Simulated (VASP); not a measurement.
Consider the following.

```
CELL_PARAMETERS angstrom
      0.00000     2.88481     2.88481
      2.88481     0.00000     2.88481
      2.88481     2.88481     0.00000
ATOMIC_POSITIONS crystal
  Hg 0.00000 0.00000 0.00000
  Se 0.25000 0.25000 0.25000
```

Method: PBE GGA, VASP's PBE PAW potentials (set 64) (plane waves; VASP). Run with 500 eV cut-off, 11×11×11 Γ-centred mesh, first-order Methfessel-Paxton smearing of 0.10 eV, potentials Hg Se.

Unless said otherwise, spin-orbit coupling is left out, though it shifts the bands of the heavy elements here.

Problem. What does the run give for the energy per atom (σ→0), pressure, band gap (on the k-mesh) with the smallest direct gap where there is one?

Solution. 
```yaml
band gap (on the k-mesh): none (metal, semimetal or under 0.01 eV)
energy per atom (σ→0): -1.714 eV/atom
pressure: 19.92 GPa
```

The absolute energy has meaning only against runs of the same code, potentials and settings.

The compound is HgSe in the zinc blende structure. It was relaxed first under an external pressure of 20 GPa.
